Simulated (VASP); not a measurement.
# Al32C (a cell with a defect) in VASP: further runs

The runs below take Al32C (a cell with a defect) through single point, with LDA.

Program: VASP 6.6.1. These are calculated values, not measurements. Logs are shortened: lines on timing, memory, paths and dates and some standing lists are left out, and cuts for length are marked.

### 1 Starting point

The cell holds a defect, 33 atoms: a = 8.100 Å, b = 8.100 Å, c = 8.100 Å, α = 90.00°, β = 90.00°, γ = 90.00°.

The cell was built by a generator and needn't be a form met in nature.

### 2 Single point, LDA

INCAR

```
SYSTEM = Al32C
ALGO = Fast ; EDIFF = 1E-6
ENCUT = 520 ; ISIF = 2
ISMEAR = 0 ; LASPH = .TRUE.
LCHARG = .TRUE. ; LELF = .TRUE.
LREAL = Auto ; LVHAR = .TRUE.
LWAVE = .FALSE. ; NBANDS = 72
NELM = 80 ; PREC = Accurate
SIGMA = 0.15
```

KPOINTS

```
k-points
0
G
  2 2 2
  0 0 0
```

POSCAR

```
Al32C
1.0
    8.1000000000      0.0000000000      0.0000000000
    0.0000000000      8.1000000000      0.0000000000
    0.0000000000      0.0000000000      8.1000000000
Al C
32 1
Direct
    0.5002304696      0.0107195898     -0.0000785702
    0.7527009822      0.2500450053     -0.0000235486
    0.7544885512      0.0045676518      0.2545678509
   -0.0001385546      0.0026317719     -0.0000194502
    0.2474061643      0.2500458542     -0.0000173867
    0.5002216220      0.4892164962     -0.0000755213
    0.7608507521      0.7499301003     -0.0000722101
    0.2457939379      0.0041658742      0.2541663995
    0.5000585024      0.2500455930      0.2526273490
    0.7546172678      0.4953431637      0.2546853279
    0.5000586070      0.0026287769      0.5000469960
    0.7489681518      0.2499386692      0.4999355368
    0.7546224298      0.0046899068      0.7453392753
   -0.0001377039      0.4973333009     -0.0000214979
    0.2393395897      0.7499212778     -0.0000814142
    0.0001952344      0.2499360462      0.2487374643
    0.2456598781      0.4957396090      0.2543058279
    0.5002306180      0.7499239099      0.2607181678
    0.0001951606     -0.0012599019      0.4999328664
    0.2513843798      0.2499347483      0.4999314602
    0.5000645286      0.4973360497      0.5000466930
    0.7527012316      0.7499766330      0.5000464159
    0.2456545151      0.0043109069      0.7457351752
    0.5000646618      0.2500452868      0.7473359596
    0.7547434498      0.4952229605      0.7452238617
   -0.0001385657      0.7499806553      0.2526306010
    0.0001912461      0.5011440518      0.4999342205
    0.2474058995      0.7499825642      0.5000472884
    0.0001911545      0.2499374059      0.7511420884
    0.2455278252      0.4955962986      0.7455974734
    0.5002214142      0.7499269491      0.7392149559
   -0.0001376724      0.7499786051      0.7473329629
    0.5001876717      0.7499376892     -0.0000654187
```

Potentials or basis: VASP PAW LDA potentials, release 64 (Al, C).

The run is started by

```console
$ cat potpaw_LDA.64/Al/POTCAR potpaw_LDA.64/C/POTCAR > POTCAR
$ mpirun -np 1 vasp_std > vasp.out
```

OUTCAR:

```text
SYSTEM = Al32C
   EDIFF = 1E-6
   ENCUT = 520
   ISIF = 2
   ISMEAR = 0
   LASPH = .TRUE.
   LREAL = Auto
   NELM = 80
   PREC = Accurate

 ion  position               nearest neighbor table
   1  0.500  0.011  1.000-  33 2.11   2 2.82  24 2.82   9 2.82   5 2.82   8 2.91  23 2.91   3 2.92
                            13 2.92   7 2.99  31 2.99  18 2.99  15 2.99
   2  0.753  0.250  1.000-   6 2.82   1 2.82  14 2.83   4 2.83  16 2.84  29 2.84  25 2.86  13 2.86
                            10 2.86   3 2.86  24 2.89   9 2.89
   3  0.754  0.005  0.255-  12 2.81  19 2.81  16 2.81   9 2.86  11 2.86  26 2.86   4 2.86   2 2.86
                            22 2.86  18 2.92   1 2.92   7 2.92
   4  1.000  0.003  1.000-   7 2.82  15 2.82   2 2.83   5 2.83  16 2.84  29 2.84  13 2.86   3 2.86
                            23 2.86   8 2.86  32 2.89  26 2.89
   5  0.247  0.250  1.000-   6 2.82   1 2.82  14 2.83   4 2.83  16 2.84  29 2.84  30 2.86  23 2.86
                            17 2.86   8 2.86   9 2.89  24 2.89
   6  0.500  0.489  1.000-  33 2.11   2 2.82  24 2.82   9 2.82   5 2.82  17 2.92  30 2.92  10 2.92
                            25 2.92   7 2.99  31 2.99  18 2.99  15 2.99
   7  0.761  0.750  1.000-  33 2.11  32 2.82  14 2.82   4 2.82  26 2.82   3 2.92  10 2.92  13 2.92
                            25 2.92  31 2.99   6 2.99   1 2.99  18 2.99
   8  0.246  0.004  0.254-  19 2.81  16 2.81  20 2.82   5 2.86  28 2.86  26 2.86   4 2.86   9 2.87
                            11 2.87  15 2.91  18 2.91   1 2.91
   9  0.500  0.250  0.253-   6 2.82   1 2.82  21 2.83  11 2.83  20 2.84  12 2.84  10 2.86   3 2.86
[... 32 lines left out ...]
                            22 2.86   6 2.92  31 2.92   7 2.92
  26  1.000  0.750  0.253-   7 2.82  15 2.82  22 2.83  28 2.83  19 2.84  27 2.84  10 2.86   3 2.86
                            17 2.86   8 2.86  14 2.89   4 2.89
  27  0.000  0.501  0.500-  25 2.81  10 2.81  30 2.81  17 2.81  28 2.84  26 2.84  32 2.84  22 2.84
                            20 2.88  16 2.88  29 2.88  12 2.88
  28  0.247  0.750  0.500-  31 2.82  18 2.82  32 2.83  26 2.83  19 2.84  27 2.84  30 2.86  17 2.86
                            23 2.86   8 2.86  11 2.89  21 2.89
  29  0.000  0.250  0.751-  25 2.81  13 2.81  30 2.81  23 2.81   5 2.84   4 2.84  14 2.84   2 2.84
                            20 2.88  19 2.88  27 2.88  12 2.88
  30  0.246  0.496  0.746-  29 2.81  27 2.81  20 2.81   5 2.86  28 2.86  14 2.86  32 2.86  21 2.86
                            24 2.86  15 2.91   6 2.92  31 2.92
  31  0.500  0.750  0.739-  33 2.11  22 2.82  21 2.82  11 2.82  28 2.82  23 2.92  30 2.92  13 2.92
                            25 2.92   7 2.99   6 2.99   1 2.99  15 2.99
  32  1.000  0.750  0.747-   7 2.82  15 2.82  22 2.83  28 2.83  19 2.84  27 2.84  25 2.86  13 2.86
                            30 2.86  23 2.86  14 2.89   4 2.89
  33  0.500  0.750  1.000-   7 2.11  31 2.11   6 2.11   1 2.11  18 2.11  15 2.11

  LATTYP: Found a simple cubic cell.
 ALAT       =     8.1000000000

  Lattice vectors:

 A1 = (   8.1000000000,   0.0000000000,   0.0000000000)
 A2 = (   0.0000000000,   8.1000000000,   0.0000000000)
 A3 = (   0.0000000000,   0.0000000000,   8.1000000000)

Analysis of symmetry for initial positions (statically):
=====================================================================
 Subroutine PRICEL returns:
 Original cell was already a primitive cell.

 Routine SETGRP: Setting up the symmetry group for a
 simple cubic supercell.

 Subroutine GETGRP returns: Found  2 space group operations
 (whereof  1 operations were pure point group operations)
 out of a pool of 48 trial point group operations.

The static configuration has the point symmetry C_1 .
 The point group associated with its full space group is C_1h.

Analysis of symmetry for dynamics (positions and initial velocities):
=====================================================================
 Subroutine PRICEL returns:
 Original cell was already a primitive cell.

 Routine SETGRP: Setting up the symmetry group for a
 simple cubic supercell.

 Subroutine GETGRP returns: Found  2 space group operations
 (whereof  1 operations were pure point group operations)
 out of a pool of 48 trial point group operations.

The dynamic configuration has the point symmetry C_1 .
 The point group associated with its full space group is C_1h.

 Subroutine INISYM returns: Found  2 space group operations
 (whereof  1 operations are pure point group operations),
 and found     1 'primitive' translations

----------------------------------------------------------------------------------------

                                     Primitive cell

  volume of cell :     531.4410

  direct lattice vectors                    reciprocal lattice vectors
     8.100000000  0.000000000  0.000000000     0.123456790  0.000000000  0.000000000
[... 89 lines left out ...]
     0.000000000  0.061728395  0.000000000     0.000000000  0.500000000  0.000000000
     0.000000000  0.000000000  0.061728395     0.000000000  0.000000000  0.500000000

  Length of vectors
     0.061728395  0.061728395  0.061728395

  Shift w.r.t. Gamma in fractional coordinates (k-lattice)
     0.000000000  0.000000000  0.000000000

 Subroutine IBZKPT returns following result:
 ===========================================

 Found      6 irreducible k-points:

 Following reciprocal coordinates:
            Coordinates               Weight
  0.000000  0.000000  0.000000      1.000000
  0.500000  0.000000  0.000000      1.000000
  0.000000  0.500000  0.000000      2.000000
  0.500000  0.500000  0.000000      2.000000
  0.000000  0.500000  0.500000      1.000000
  0.500000  0.500000  0.500000      1.000000
   k-points           NKPTS =      6   k-points in BZ     NKDIM =      6   number of bands    NBANDS=     72
   number of dos      NEDOS =    301   number of ions     NIONS =     33
   total plane-waves  NPLWV = 216000
   dimension x,y,z NGX =    60 NGY =   60 NGZ =   60
   dimension x,y,z NGXF=   120 NGYF=  120 NGZF=  120
   ions per type =              32   1
   NGX,Y,Z   is equivalent  to a cutoff of  12.31, 12.31, 12.31 a.u.
   NGXF,Y,Z  is equivalent  to a cutoff of  24.63, 24.63, 24.63 a.u.
 SYSTEM =  Al32C
   PREC   = accura    normal or accurate (medium, high low for compatibility)
   ISTART =      0    job   : 0-new  1-cont  2-samecut
   ICHARG =      2    charge: 1-file 2-atom 10-const
   ISPIN  =      1    spin polarized calculation?
   LNONCOLLINEAR =      F non collinear calculations
   LSORBIT =      F    spin-orbit coupling
   LASPH  =      T    aspherical Exc in radial PAW
   ENCUT  =  520.0 eV  38.22 Ry    6.18 a.u.  15.06 15.06 15.06*2*pi/ulx,y,z
   NELM   =     80;   NELMIN=  2; NELMDL= -5     # of ELM steps
   EDIFF  = 0.1E-05   stopping-criterion for ELM
   LREAL  =      T    real-space projection
   EDIFFG = 0.1E-04   stopping-criterion for IOM
   NSW    =      0    number of steps for IOM
   IBRION =     -1    ionic relax: 0-MD 1-quasi-New 2-CG
   NFREE  =      0    steps in history (QN), initial steepest desc. (CG)
   ISIF   =      2    stress and relaxation
   ISYM   =      2    0-nonsym 1-usesym 2-fastsym
   POTIM  = 0.5000    time-step for ionic-motion
   TEBEG  =    0.0;   TEEND  =   0.0 temperature during run
   PSTRESS=    0.0 pullay stress
   NELECT =     100.0000    total number of electrons
   NUPDOWN=      -1.0000    fix difference up-down
   EMIN   =  10.00;   EMAX   =-10.00  energy-range for DOS
   EFERMI =   0.00;   METHOD = LEGACY
   ISMEAR =     0;   SIGMA  =   0.15  broadening in eV -4-tet -1-fermi 0-gaus
   EFERMI_NEDOS =   21; number of points for ismear=-14 and -15
   IALGO  =     68    algorithm
   IMIX   =      4    mixing-type and parameters
     AMIX     =   0.40;   BMIX     =  1.00
     AMIX_MAG =   1.60;   BMIX_MAG =  1.00
  volume/ion in A,a.u.               =      16.10       108.68
  Fermi-wavevector in a.u.,A,eV,Ry     =   0.938116  1.772782 11.973962  0.880061
  Thomas-Fermi vector in A             =   2.065295
   LORBIT       =      0    0 simple, 1 ext, 2 COOP (PROOUT), +10 PAW based schemes
   GGA     = CA    functional components
   LHFCALC =     F    Hartree Fock is set to
   AEXX    =    0.0000 exact exchange contribution
   IVDW    =     0    specifies the selected vdW correction
   LEPSILON=     F    determine dielectric tensor
   LRPA    =     F    only Hartree local field effects (RPA)
 non-spin polarized calculation
 RMM-DIIS sequential band-by-band and
 Gauss-broadening in eV      SIGMA  =   0.15
  energy-cutoff  :      520.00
  volume of cell :      531.44
 maximum number of plane-waves:     14400
   NGX = 31   NGY = 31   NGZ = 31

 number of electron     100.0000001 magnetization

 Free energy of the ion-electron system (eV)
  ---------------------------------------------------
  ext. energy  EPLUGINS =         0.00000000
  ---------------------------------------------------
  free energy    TOTEN  =      -143.17199657 eV

  energy without entropy =     -143.07676206  energy(sigma->0) =     -143.12437932

 E-fermi :   7.6496     XC(G=0): -10.3917

 val. band max:        7.5921322462   @ k =   0.0000   0.5000   0.0000
 cond. band min:       7.8761724768   @ k =   0.0000   0.5000   0.5000
 fundamental gap:      0.2840402306
 Fermi energy:         7.6496419868

 k-point     1 :       0.0000    0.0000    0.0000
  band No.  band energies     occupation
      1      -5.1279      2.00000
      2      -2.8986      2.00000
      3      -1.0976      2.00000
      4      -1.0976      2.00000
      5      -1.0976      2.00000
      6      -1.0458      2.00000
[... 379 lines left out ...]
     61      11.1393      0.00000
     62      11.1411      0.00000
 [bands above 62 left out]

------------------------ aborting loop because EDIFF is reached ----------------------------------------

  FORCE on cell =-STRESS in cart. coord.  units (eV):
  Direction    XX          YY          ZZ          XY          YZ          ZX
  --------------------------------------------------------------------------------------
  -------------------------------------------------------------------------------------
  Total      -12.1113925    -12.1138250    -12.1138250     -0.0009281     -0.0003896     -0.0009281
  in kB      -36.5131756    -36.5205091    -36.5205091     -0.0027981     -0.0011746     -0.0027981
  external PRESSURE =     -36.5180646 kB  Pullay stress =       0.0000000 kB

 VOLUME and BASIS-vectors are now :
 -----------------------------------------------------------------------------
  energy-cutoff  :      520.00
  volume of cell :      531.44
      direct lattice vectors                 reciprocal lattice vectors
     8.100000000  0.000000000  0.000000000     0.123456790  0.000000000  0.000000000
     0.000000000  8.100000000  0.000000000     0.000000000  0.123456790  0.000000000
     0.000000000  0.000000000  8.100000000     0.000000000  0.000000000  0.123456790

 POSITION                                       TOTAL-FORCE (eV/Angst)
 -----------------------------------------------------------------------------------
      4.05187      0.08683      8.09936        -0.003019      0.005657      0.000924
      6.09688      2.02536      8.09981         0.001996     -0.001661      0.000655
      6.11136      0.03700      2.06200         0.004035      0.000689      0.000689
      8.09888      0.02132      8.09984         0.004326      0.000048      0.000347
      2.00399      2.02537      8.09986         0.000172     -0.001408      0.000477
      4.05180      3.96265      8.09939        -0.003220     -0.006371      0.001070
[... 25 lines left out ...]
      8.09888      6.07483      6.05340         0.004601      0.000537     -0.000958
      4.05152      6.07450      8.09947         0.007044     -0.002380     -0.002380
 -----------------------------------------------------------------------------------
    total drift:                                0.001784     -0.005862      0.002740

  FREE ENERGIE OF THE ION-ELECTRON SYSTEM (eV)
  ---------------------------------------------------
  free  energy   TOTEN  =      -143.1719965694 eV

  energy  without entropy=     -143.0767620615  energy(sigma->0) =     -143.12437932
```

Wall time 4.6 min (1 thread of Intel Xeon Platinum 8259CL at 2.50GHz (Skylake/Cascade Lake), shared host); peak memory 0.41 GiB.

Results:

- Free energy: -143.1720 eV
- Pressure: -3.7 GPa
- Largest force: 0.017 eV/Å
- Band gap on the k mesh: none (metal or under the smearing width)

Forces on the atoms (eV/Å):
```
Al  -0.003  0.006  0.001
Al   0.002 -0.002  0.001
Al   0.004  0.001  0.001
Al   0.004  0.000  0.000
Al   0.000 -0.001  0.000
Al  -0.003 -0.006  0.001
Al   0.008  0.001  0.001
Al  -0.008  0.011  0.011
Al  -0.001 -0.002  0.001
Al   0.002  0.001 -0.003
Al  -0.001  0.001 -0.002
Al  -0.005  0.000  0.000
Al   0.002 -0.003  0.001
Al   0.005 -0.001  0.001
Al  -0.005  0.001  0.001
Al   0.001  0.000 -0.003
Al  -0.005 -0.009  0.007
Al  -0.003  0.001  0.006
Al   0.001 -0.003  0.000
Al   0.002 -0.001 -0.001
Al  -0.002 -0.001 -0.002
Al   0.002  0.001 -0.002
Al  -0.005  0.007 -0.009
Al  -0.002 -0.002 -0.001
Al  -0.003  0.004  0.004
Al   0.004  0.000  0.000
Al   0.001  0.004  0.000
Al   0.000  0.000 -0.001
Al   0.001  0.000  0.004
Al  -0.002 -0.006 -0.006
Al  -0.003  0.001 -0.006
Al   0.005  0.001 -0.001
C    0.007 -0.002 -0.002
```

Caveat: the k mesh is coarse (spacing up to 0.39 Å⁻¹), so the values aren't converged.

### 3 Single point, LDA

INCAR

```
PREC = Accurate
ENCUT = 520
EDIFF = 1E-6
ISMEAR = 0
SIGMA = 0.15
LREAL = Auto
LASPH = True
NELM = 100
ALGO = Fast
ISIF = 2
LWAVE = False
LCHARG = False
NBANDS = 72
```

KPOINTS

```
regular mesh
0
Gamma
  2 2 2
```

POSCAR

```
Al32C
1.0
    8.1000000000      0.0000000000      0.0000000000
    0.0000000000      8.1000000000      0.0000000000
    0.0000000000      0.0000000000      8.1000000000
Al C
32 1
Direct
    0.5000000000      0.0000000000      0.0000000000
    0.7500000000      0.2500000000      0.0000000000
    0.7500000000      0.0000000000      0.2500000000
    0.0000000000      0.0000000000      0.0000000000
    0.2500000000      0.2500000000      0.0000000000
    0.5000000000      0.5000000000      0.0000000000
    0.7500000000      0.7500000000      0.0000000000
    0.2500000000      0.0000000000      0.2500000000
    0.5000000000      0.2500000000      0.2500000000
    0.7500000000      0.5000000000      0.2500000000
    0.5000000000      0.0000000000      0.5000000000
    0.7500000000      0.2500000000      0.5000000000
    0.7500000000      0.0000000000      0.7500000000
    0.0000000000      0.5000000000      0.0000000000
    0.2500000000      0.7500000000      0.0000000000
    0.0000000000      0.2500000000      0.2500000000
    0.2500000000      0.5000000000      0.2500000000
    0.5000000000      0.7500000000      0.2500000000
    0.0000000000      0.0000000000      0.5000000000
    0.2500000000      0.2500000000      0.5000000000
    0.5000000000      0.5000000000      0.5000000000
    0.7500000000      0.7500000000      0.5000000000
    0.2500000000      0.0000000000      0.7500000000
    0.5000000000      0.2500000000      0.7500000000
    0.7500000000      0.5000000000      0.7500000000
    0.0000000000      0.7500000000      0.2500000000
    0.0000000000      0.5000000000      0.5000000000
    0.2500000000      0.7500000000      0.5000000000
    0.0000000000      0.2500000000      0.7500000000
    0.2500000000      0.5000000000      0.7500000000
    0.5000000000      0.7500000000      0.7500000000
    0.0000000000      0.7500000000      0.7500000000
    0.5034234000      0.7488735000     -0.0011728000
```

Potentials or basis: VASP PAW LDA potentials, release 64 (Al, C).

The run is started by

```console
$ cat potpaw_LDA.64/Al/POTCAR potpaw_LDA.64/C/POTCAR > POTCAR
$ mpirun -np 1 vasp_std > vasp.out
```

Wall time 5.6 min (1 thread of Intel Xeon Platinum 8259CL at 2.50GHz (Skylake/Cascade Lake), shared host); peak memory 0.46 GiB.

Results (log left out):

```
Free energy            : -142.8377 eV
Pressure               : -3.2 GPa
Largest force          : 1.194 eV/Å
Band gap on the k mesh : none (metal or under the smearing width)
```

Forces on the atoms (eV/Å):
```
Al  -0.022  0.917  0.007
Al   0.105  0.002 -0.002
Al   0.166  0.174  0.174
Al  -0.007  0.103 -0.002
Al  -0.103  0.002 -0.002
Al  -0.024 -1.046  0.008
Al   1.194  0.008  0.009
Al  -0.151  0.147  0.147
Al   0.004  0.002  0.103
Al   0.175 -0.179  0.183
Al   0.004  0.103  0.002
Al  -0.129  0.001  0.001
Al   0.176  0.183 -0.180
Al  -0.007 -0.104 -0.002
Al  -0.799  0.007  0.007
Al  -0.003  0.001 -0.123
Al  -0.159 -0.152  0.156
Al  -0.022  0.007  0.914
Al  -0.003 -0.123  0.001
Al   0.120  0.001  0.001
Al   0.004 -0.104  0.002
Al   0.105 -0.002  0.002
Al  -0.160  0.156 -0.153
Al   0.004  0.002 -0.104
Al   0.185 -0.189 -0.189
Al  -0.007 -0.002  0.103
Al  -0.003  0.126  0.001
Al  -0.103 -0.002  0.002
Al  -0.003  0.001  0.126
Al  -0.169 -0.162 -0.161
Al  -0.024  0.008 -1.049
Al  -0.007 -0.002 -0.104
C   -0.340  0.115  0.120
```

Levels at points of the mesh, in eV from the Fermi level:
```csv
k point,band 46,band 47,band 48,band 49,band 50,band 51,band 52,band 53,band 54,band 55
"(0.00, 0.00, 0.00)",-0.61,0.32,0.32,0.32,0.39,0.39,0.39,0.40,0.40,1.01
"(0.50, 0.00, 0.00)",-0.88,-0.28,-0.12,-0.12,-0.12,-0.11,-0.07,0.32,0.41,0.87
"(0.00, 0.50, 0.00)",-0.88,-0.28,-0.12,-0.12,-0.12,-0.11,-0.07,0.32,0.41,0.87
"(0.00, 0.00, 0.50)",-0.88,-0.28,-0.12,-0.12,-0.12,-0.11,-0.07,0.32,0.41,0.87
"(0.50, 0.50, 0.00)",-0.63,-0.63,-0.24,0.16,0.18,0.18,0.61,0.89,0.97,0.97
"(0.00, 0.50, 0.50)",-0.63,-0.63,-0.24,0.16,0.18,0.18,0.61,0.89,0.97,0.97
"(0.50, 0.00, 0.50)",-0.63,-0.63,-0.24,0.16,0.18,0.18,0.61,0.89,0.97,0.97
"(0.50, 0.50, 0.50)",-0.54,-0.54,-0.54,-0.54,-0.54,-0.54,-0.54,-0.54,-0.53,-0.53
```

Caveat: the k mesh is coarse (spacing up to 0.39 Å⁻¹), so the values aren't converged.

(Part 1 of 2 ends here.)
